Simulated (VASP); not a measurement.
All values below come from revPBE GGA, VASP's PBE PAW potentials (set 64) (plane waves; VASP 6.6.1).

Input for VASP

### INCAR
```
SYSTEM = SrCl2
PREC = Accurate; ENCUT = 520; LREAL = .FALSE.
LASPH = .TRUE.
EDIFF = 1E-7; NELM = 100; ALGO = Normal
LMAXMIX = 4
ISMEAR = -5
GGA = RE
ISIF = 2
LWAVE = .FALSE.; LCHARG = .TRUE.; LORBIT = 11
NEDOS = 601
LEFG = .TRUE.
```

File KPOINTS:
```
K-points
0
Gamma
  6 6 6
0 0 0
```

File POSCAR:
```
SrCl2
3.5741230
  0.0000000000   1.0000000153   1.0000000153
  1.0000000153   0.0000000000   1.0000000153
  1.0000000153   1.0000000153   0.0000000000
Sr Cl
1 2
direct
  1.0000000000   0.0000000000   0.0000000000
  0.2500000000   0.2500000000   0.2500000000
  0.7500000000   0.7500000000   0.7500000000
```

POTCAR, in this order: Sr_sv Cl (PBE.64 set). Program: vasp_std.

The resulting files:

File OUTCAR:
```
 ion  position               nearest neighbor table
   1  0.000  0.000  0.000-   3 3.10   3 3.10   3 3.10   2 3.10   3 3.10   2 3.10   2 3.10   2 3.10
  LATTYP: Found a face centered cubic cell.
 ALAT       =     7.1482461094
 Subroutine PRICEL returns:
 Original cell was already a primitive cell.
 Subroutine GETGRP returns: Found 48 space group operations
The static configuration has the point symmetry O_h .
The dynamic configuration has the point symmetry O_h .
 Subroutine INISYM returns: Found 48 space group operations
 Subroutine IBZKPT returns following result:
 Found     16 irreducible k-points:

 Following reciprocal coordinates:
            Coordinates               Weight
  0.000000  0.000000  0.000000      1.000000
  0.166667  0.000000  0.000000      8.000000
  0.333333  0.000000  0.000000      8.000000
  0.500000  0.000000  0.000000      4.000000
  0.166667  0.166667  0.000000      6.000000
  0.333333  0.166667  0.000000     24.000000
  0.500000  0.166667  0.000000     24.000000
 -0.333333  0.166667  0.000000     24.000000
 -0.166667  0.166667  0.000000     12.000000
  0.333333  0.333333  0.000000      6.000000
  0.500000  0.333333  0.000000     24.000000
 -0.333333  0.333333  0.000000     12.000000
  0.500000  0.500000  0.000000      3.000000
  0.500000  0.333333  0.166667     24.000000
 -0.333333  0.333333  0.166667     24.000000
 -0.333333  0.500000  0.166667     12.000000
   k-points           NKPTS =     16   k-points in BZ     NKDIM =     16   number of bands    NBANDS=     16
   number of dos      NEDOS =    601   number of ions     NIONS =      3
   total plane-waves  NPLWV =  64000
   dimension x,y,z NGX =    40 NGY =   40 NGZ =   40
   dimension x,y,z NGXF=    80 NGYF=   80 NGZF=   80
   ions per type =               1   2
   PREC   = accura    normal or accurate (medium, high low for compatibility)
   ISTART =      0    job   : 0-new  1-cont  2-samecut
   ICHARG =      2    charge: 1-file 2-atom 10-const
   ISPIN  =      1    spin polarized calculation?
   LNONCOLLINEAR =      F non collinear calculations
   LSORBIT =      F    spin-orbit coupling
   INIWAV =      1    electr: 0-lowe 1-rand  2-diag
   ENCUT  =  520.0 eV  38.22 Ry    6.18 a.u.   9.40  9.40  9.40*2*pi/ulx,y,z
   NELM   =    100;   NELMIN=  2; NELMDL= -5     # of ELM steps
   EDIFF  = 0.1E-06   stopping-criterion for ELM
   LREAL  =      F    real-space projection
   NLSPLINE    = F    spline interpolate recip. space projectors
   LMAXMIX     =    4 max onsite mixed and CHGCAR
   VOSKOWN=      0    Vosko Wilk Nusair interpolation
   EDIFFG = 0.1E-05   stopping-criterion for IOM
   NSW    =      0    number of steps for IOM
   NBLOCK =      1;   KBLOCK =      1    inner block; outer block
   IBRION =     -1    ionic relax: 0-MD 1-quasi-New 2-CG
   NFREE  =      0    steps in history (QN), initial steepest desc. (CG)
   ISIF   =      2    stress and relaxation
   ISYM   =      2    0-nonsym 1-usesym 2-fastsym
   TEIN   =    0.0    initial temperature
   TEBEG  =    0.0;   TEEND  =   0.0 temperature during run
   SMASS  =  -3.00    Nose mass-parameter (am)
   PSTRESS=    0.0 pullay stress
   NELECT =      24.0000    total number of electrons
   EFERMI =   0.00;   METHOD = LEGACY
   ISMEAR =    -5;   SIGMA  =   0.20  broadening in eV -4-tet -1-fermi 0-gaus
   IALGO  =     38    algorithm
   LDIAG  =      T    sub-space diagonalisation (order eigenvalues)
   IMIX   =      4    mixing-type and parameters
     AMIX     =   0.40;   BMIX     =  1.00
     AMIX_MAG =   1.60;   BMIX_MAG =  1.00
     AMIN     =   0.10
   GGA     = RE    functional components
   VOSKOWN =     0    Vosko Wilk Nusair interpolation
   LHFCALC =     F    Hartree Fock is set to
   LHFONE  =     F    Hartree Fock one center treatment
...
```

### OSZICAR
```
       N       E                     dE             d eps       ncg     rms          rms(c)
DAV:   1     0.155064211599E+03    0.15506E+03   -0.11456E+04   512   0.134E+03
DAV:   2    -0.223871262291E+01   -0.15730E+03   -0.15387E+03   648   0.247E+02
DAV:   3    -0.121007160099E+02   -0.98620E+01   -0.98537E+01   720   0.669E+01
DAV:   4    -0.124104447110E+02   -0.30973E+00   -0.30968E+00   880   0.969E+00
DAV:   5    -0.124146027317E+02   -0.41580E-02   -0.41579E-02   744   0.855E-01    0.107E+01
DAV:   6    -0.120957569494E+02    0.31885E+00   -0.89806E-01   696   0.546E+00    0.713E+00
DAV:   7    -0.121290406194E+02   -0.33284E-01   -0.49413E-01   776   0.449E+00    0.226E+00
DAV:   8    -0.121495270382E+02   -0.20486E-01   -0.67413E-02   664   0.167E+00    0.354E-01
DAV:   9    -0.121523480200E+02   -0.28210E-02   -0.32147E-03   744   0.343E-01    0.140E-01
DAV:  10    -0.121552813160E+02   -0.29333E-02   -0.31280E-03   592   0.372E-01    0.377E-02
DAV:  11    -0.121554211220E+02   -0.13981E-03   -0.19396E-04   760   0.799E-02    0.440E-02
DAV:  12    -0.121554442148E+02   -0.23093E-04   -0.29689E-05   648   0.341E-02    0.141E-02
DAV:  13    -0.121554513176E+02   -0.71029E-05   -0.16110E-05   672   0.258E-02    0.527E-03
DAV:  14    -0.121554513853E+02   -0.67707E-07   -0.53745E-07   704   0.576E-03
   1 F= -.12155451E+02 E0= -.12155451E+02  d E =0.000000E+00
```

### OUTCAR
```
------------------------ aborting loop because EDIFF is reached ----------------------------------------
  FORCE on cell =-STRESS in cart. coord.  units (eV):
  Direction    XX          YY          ZZ          XY          YZ          ZX
  --------------------------------------------------------------------------------------
  Total        0.0268805      0.0268805      0.0268805      0.0000000      0.0000000      0.0000000
  in kB        0.4716395      0.4716395      0.4716395      0.0000000      0.0000000      0.0000000
  external PRESSURE =       0.4716395 kB  Pullay stress =       0.0000000 kB
  volume of cell :       91.31
      direct lattice vectors                 reciprocal lattice vectors
     0.000000000  3.574123055  3.574123055    -0.139894456  0.139894456  0.139894456
     3.574123055  0.000000000  3.574123055     0.139894456 -0.139894456  0.139894456
     3.574123055  3.574123055  0.000000000     0.139894456  0.139894456 -0.139894456
 POSITION                                       TOTAL-FORCE (eV/Angst)
 -----------------------------------------------------------------------------------
      0.00000      0.00000      0.00000        -0.000000      0.000000     -0.000000
      1.78706      1.78706      1.78706        -0.000000      0.000000     -0.000000
      5.36118      5.36118      5.36118         0.000000     -0.000000      0.000000
 -----------------------------------------------------------------------------------
    total drift:                               -0.000000     -0.000000      0.000000
  FREE ENERGIE OF THE ION-ELECTRON SYSTEM (eV)
  ---------------------------------------------------
  free  energy   TOTEN  =       -12.1554513853 eV

  energy  without entropy=      -12.1554513853  energy(sigma->0) =      -12.15545139

 total charge

# of ion       s       p       d       tot
------------------------------------------
    1        1.994   5.792   0.128   7.914
    2        1.595   3.592   0.000   5.187
    3        1.595   3.592   0.000   5.187
--------------------------------------------------
tot          5.183  12.976   0.128  18.288

 Electric field gradients after diagonalization (V/A^2)
 (convention: |V_zz| > |V_xx| > |V_yy|)
----------------------------------------------------------------------
 ion       V_xx      V_yy      V_zz     asymmetry (V_yy - V_xx)/ V_zz
----------------------------------------------------------------------
   1      -0.000    -0.000     0.000       0.000
   2       0.000     0.000    -0.001       0.000
   3       0.000     0.000    -0.001       0.000
```
(Selected blocks of OUTCAR.)

### OUTCAR
```
 val. band max:       -0.2107472989   @ k =   0.5000   0.5000   0.0000

 cond. band min:       5.1344203964   @ k =   0.0000   0.0000   0.0000


 Fermi energy:        -0.2086996203

 k-point     1 :       0.0000    0.0000    0.0000
  band No.  band energies     occupation
      1     -33.4012      2.00000
      2     -15.3618      2.00000
      3     -15.3618      2.00000
      4     -15.3618      2.00000
      5     -13.2922      2.00000
      6     -12.5899      2.00000
      7      -2.0698      2.00000
      8      -2.0698      2.00000
      9      -2.0698      2.00000
     10      -0.5145      2.00000
     11      -0.5145      2.00000
     12      -0.5145      2.00000
     13       5.1344      0.00000
     14       6.0226      0.00000
     15       6.0226      0.00000
     16       8.7057      0.00000

 k-point     2 :       0.1667    0.0000    0.0000
  band No.  band energies     occupation
      1     -33.4007      2.00000
      2     -15.4095      2.00000
      3     -15.3640      2.00000
      4     -15.3640      2.00000
      5     -13.1913      2.00000
      6     -12.6371      2.00000
      7      -1.9809      2.00000
      8      -1.9809      2.00000
      9      -1.9161      2.00000
     10      -0.7832      2.00000
     11      -0.6419      2.00000
     12      -0.6419      2.00000
     13       5.6846      0.00000
     14       6.1945      0.00000
     15       6.1945      0.00000
     16       7.7693      0.00000

 k-point     3 :       0.3333    0.0000    0.0000
  band No.  band energies     occupation
      1     -33.3998      2.00000
      2     -15.4935      2.00000
      3     -15.3686      2.00000
      4     -15.3686      2.00000
      5     -13.0152      2.00000
      6     -12.7117      2.00000
      7      -1.7524      2.00000
      8      -1.7524      2.00000
      9      -1.6228      2.00000
     10      -1.2352      2.00000
     11      -0.9333      2.00000
     12      -0.9333      2.00000
     13       6.4691      0.00000
...
```

The compound is SrCl2 in the fluorite structure. It was relaxed first, which changed the volume by +7 %.
